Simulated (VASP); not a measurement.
Data:

```xyz
3
Lattice="1.6084 0.9286 4.3426 -1.6084 0.9286 4.3426 0.0000 -1.8572 4.3426" Properties=species:S:1:pos:R:3 pbc="T T T"
Sn     0.0000     0.0000     0.0000
O      0.0000     0.0000     3.3668
O      0.0000     0.0000     9.6609
```

Calculation: r2SCAN meta-GGA, VASP's PBE PAW potentials (set 64) (plane waves; VASP 6.6.1). Run with 520 eV cut-off, 9×9×9 Γ-centred mesh, tetrahedra with Blöchl corrections, potentials Sn_d O.

Unless said otherwise, spin-orbit coupling is left out, though it shifts the bands of the heavy elements here.

Question: Give the energies of bands 8 to 15 at the high-symmetry points, in eV from the valence-band maximum.

Answer: 
```json
[
 {"band": "8", "Γ": "-4.03", "T": "-3.36", "H2": "-6.73", "L": "-6.31", "S0": "-6.73", "F": "-6.73"},
 {"band": "9", "Γ": "-1.46", "T": "-1.80", "H2": "-4.30", "L": "-4.32", "S0": "-4.07", "F": "-4.79"},
 {"band": "10", "Γ": "-1.46", "T": "-1.63", "H2": "-3.69", "L": "-3.25", "S0": "-3.94", "F": "-3.48"},
 {"band": "11", "Γ": "-1.15", "T": "-1.63", "H2": "-2.69", "L": "-1.79", "S0": "-2.72", "F": "-1.10"},
 {"band": "12", "Γ": "-1.15", "T": "-1.02", "H2": "-0.44", "L": "-0.95", "S0": "-0.47", "F": "-0.48"},
 {"band": "13", "Γ": "-0.01", "T": "-1.02", "H2": "-0.34", "L": "-0.81", "S0": "-0.35", "F": "-0.01"},
 {"band": "14", "Γ": "2.37", "T": "4.16", "H2": "6.96", "L": "6.31", "S0": "6.99", "F": "5.79"},
 {"band": "15", "Γ": "6.38", "T": "6.57", "H2": "10.31", "L": "8.80", "S0": "10.32", "F": "7.72"}
]
```

The gap is indirect, 2.37 eV, from the valence maximum at Γ-S0 at 0.14 to the conduction minimum at Γ.

The structure was generated: SnO2 was put into the CdCl2 type (R-3m), which need not be its known phase. It was relaxed first.
